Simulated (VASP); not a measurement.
A run of VASP 6.6.1 is set up as follows.

POSCAR

```
CoC23                                   
1.0
    0.0000000000      5.3503200000      5.3503200000
    3.5668800000      0.0000000000      3.5668800000
    3.5668800000      3.5668800000      0.0000000000
  Co              C             
     1    23
Direct
     0.9897790687970984    0.0002262355204338    0.0028283519876540
     0.0023087193077164    0.9994061747096854    0.4951814097216593
     0.0015628339642882    0.4985853608339882    0.9959304025157778
     0.0030470479817568    0.4977302938679114    0.4959215257400086
     0.3327528195532514    0.0023690522984431    0.9992050412575165
     0.3399901679965881    0.9978462624411727    0.4891193875081055
     0.3403998141089334    0.4901344837880138    0.9955328473426540
     0.3336739335996763    0.5001041683297187    0.4971461881509331
     0.6674160025294527    0.9987911097560690    0.9949976593345838
     0.6609801912353788    0.0026178623403863    0.5028833236474953
     0.6597354704697773    0.5081007921861042    0.9989092034044380
     0.6686904815654934    0.4993505180393671    0.4956856024276675
     0.0952037163413296    0.1363753721477655    0.1330809172419172
     0.1000358337664381    0.1328799788531958    0.5796085474547144
     0.1010161958098771    0.5779866891511815    0.1315819162319427
     0.0857941330662599    0.6237989597820983    0.6208508804503973
     0.4270028938523644    0.1166903874563886    0.1144562174018252
     0.4133065935595974    0.1250516983774531    0.6282049070876524
     0.4129343098296634    0.6315537374640354    0.1219388724168902
     0.4193911038249875    0.6226679839557659    0.6201841879619789
     0.7076460350565619    0.1495315726820508    0.1438461047586589
     0.7518735591907760    0.1256047826236182    0.6204752431475383
     0.7513985767339300    0.6246551299728283    0.1220458142295441
     0.7497774978588198    0.6255663934223183    0.6215034485784399
```

File INCAR.step1:

```
PREC = Accurate
ENCUT = 450
EDIFF = 1E-5
ISMEAR = 0
SIGMA = 0.03
LREAL = Auto
LASPH = True
NELM = 70
ALGO = Normal
ISIF = 2
LWAVE = True
ISPIN = 2
MAGMOM = 3 0 0 0 0 0 0 0 0 0 0 0 0 0 0 0 0 0 0 0 0 0 0 0
LORBIT = 11
NUPDOWN = 3
LMAXMIX = 4
ISYM = -1
TIME = 0.4
NKRED = 2
GGA = PE
KPAR = 2
```

The input INCAR.step2:

```
PREC = Accurate
ENCUT = 450
EDIFF = 1E-4
ISMEAR = 0
SIGMA = 0.03
LREAL = Auto
LASPH = True
NELM = 70
ALGO = Damped
ISIF = 2
LWAVE = False
LCHARG = False
ISPIN = 2
MAGMOM = 3 0 0 0 0 0 0 0 0 0 0 0 0 0 0 0 0 0 0 0 0 0 0 0
LORBIT = 11
NUPDOWN = 3
LMAXMIX = 4
GGA = PE
LHFCALC = True
HFSCREEN = 0.2
PRECFOCK = Fast
ISYM = -1
TIME = 0.4
NKRED = 2
ISTART = 1
KPAR = 2
```

KPOINTS

```
Automatic mesh
0
Gamma
  2 2 2
```

Potentials or basis: VASP PAW PBE potentials, release 64 (Co, C).

Launch:

```bash
$ cat potpaw_PBE.64/Co/POTCAR potpaw_PBE.64/C/POTCAR > POTCAR
$ cp INCAR.step1 INCAR
$ mpirun -np 4 vasp_std > vasp.out
$ cp INCAR.step2 INCAR
$ mpirun -np 4 vasp_std > vasp.out
```

Task: Predict the largest force.

Result: 0.530 eV/Å.

Forces on the atoms (eV/Å):
```
Co   0.180  0.014 -0.073
C    0.038  0.055 -0.085
C   -0.037 -0.048  0.001
C    0.056  0.058 -0.046
C    0.008  0.195  0.204
C   -0.200 -0.052  0.244
C   -0.142  0.175  0.072
C   -0.040  0.042  0.046
C    0.130 -0.061 -0.031
C    0.194 -0.162 -0.154
C    0.041 -0.026 -0.036
C   -0.018  0.025  0.012
C   -0.008  0.230  0.283
C   -0.351 -0.160  0.363
C   -0.196  0.127 -0.131
C    0.007 -0.022 -0.004
C   -0.012 -0.035 -0.089
C   -0.023  0.044 -0.059
C    0.029 -0.057  0.009
C    0.057 -0.044 -0.038
C    0.190 -0.205 -0.336
C    0.043 -0.014 -0.048
C    0.025 -0.028 -0.029
C    0.029 -0.048 -0.074
```

Caveat: the k mesh is coarse (spacing up to 0.76 Å⁻¹), so the values aren't converged, least of all with exact exchange; the PAW data sets were made with another functional, which shifts forces and pressure a little; the total moment is fixed, so each spin has its own Fermi level.
